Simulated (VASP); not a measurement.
An input for Quantum ESPRESSO's pw.x (written as the equivalent of a VASP run, and not itself run):

```
&CONTROL
  calculation = 'vc-relax'
  pseudo_dir = './pseudo'
  outdir = './out'
  tprnfor = .true.
  tstress = .true.
  nstep = 50
  forc_conv_thr = 0.00019
/
&SYSTEM
  ibrav = 0
  nat = 8
  ntyp = 2
  ecutwfc = 98
  occupations = 'smearing'
  smearing = 'gaussian'
  degauss = 0.0147
  input_dft = 'pbe'
/
&ELECTRONS
  conv_thr = 7.3e-11
  electron_maxstep = 100
/
&IONS
/
&CELL
/
ATOMIC_SPECIES
  Si 28.085 Si.upf
  Ni 58.693 Ni.upf
CELL_PARAMETERS angstrom
     5.2191770    0.0000000    0.0000000
     0.0000000    3.3714520    0.0000000
     0.0000000    0.0000000    5.6538840
ATOMIC_POSITIONS crystal
  Si   0.8210900  0.7500000  0.5823200
  Si   0.1789100  0.2500000  0.4176800
  Si   0.6789100  0.2500000  0.0823200
  Si   0.3210900  0.7500000  0.9176800
  Ni   0.5079500  0.2500000  0.6885200
  Ni   0.4920500  0.7500000  0.3114800
  Ni   0.9920500  0.7500000  0.1885200
  Ni   0.0079500  0.2500000  0.8114800
K_POINTS automatic
  7 11 7 0 0 0
```

Q: Translate this input to VASP (INCAR, KPOINTS, POSCAR, choice of POTCAR).

A: Several could match; the one computed here: 
### POSCAR
```
SiNi
1
    5.2191770000     0.0000000000     0.0000000000
    0.0000000000     3.3714520000     0.0000000000
    0.0000000000     0.0000000000     5.6538840000
Si Ni
4 4
Direct
  0.8210900000   0.7500000000   0.5823200000
  0.1789100000   0.2500000000   0.4176800000
  0.6789100000   0.2500000000   0.0823200000
  0.3210900000   0.7500000000   0.9176800000
  0.5079500000   0.2500000000   0.6885200000
  0.4920500000   0.7500000000   0.3114800000
  0.9920500000   0.7500000000   0.1885200000
  0.0079500000   0.2500000000   0.8114800000
```

**INCAR**
```
ALGO = Normal
EDIFF = 1E-09
EDIFFG = -0.005
ENCUT = 420
GGA = PE
IBRION = 2
ISIF = 3
ISMEAR = 0
LASPH = .True.
LCHARG = .False.
LMAXMIX = 4
LREAL = .False.
LWAVE = .False.
NELM = 100
NSW = 50
PREC = Accurate
SIGMA = 0.2
SYSTEM = SiNi
```

### KPOINTS
```
Automatic mesh
0
Gamma
7 11 7
0 0 0
```

POTCAR, in this order: Si Ni (PBE.64 set). Program: vasp_std.

The two are equivalent in intent, not identical: the potentials are each code's own (VASP's PAW set, PseudoDojo norm-conserving files in pw.x), so ENCUT and ecutwfc are chosen apart and not converted; conv_thr bounds pw.x's estimated SCF error, while EDIFF bounds the energy change between steps; forc_conv_thr acts on force components and is met together with etot_conv_thr.

The structure comes from a computed database's SiNi entry, a phase known from measurement. This run relaxes it. Symmetry was kept, so distortions that lower it aren't found. The run is one of a series of settings (EDIFF = 1E-09, EDIFFG = -0.005, ENCUT = 420, IBRION = 2, ISIF = 3, NSW = 50, KPOINTS 7×11×7 Γ-centred mesh against the base run), some of them coarse on purpose.
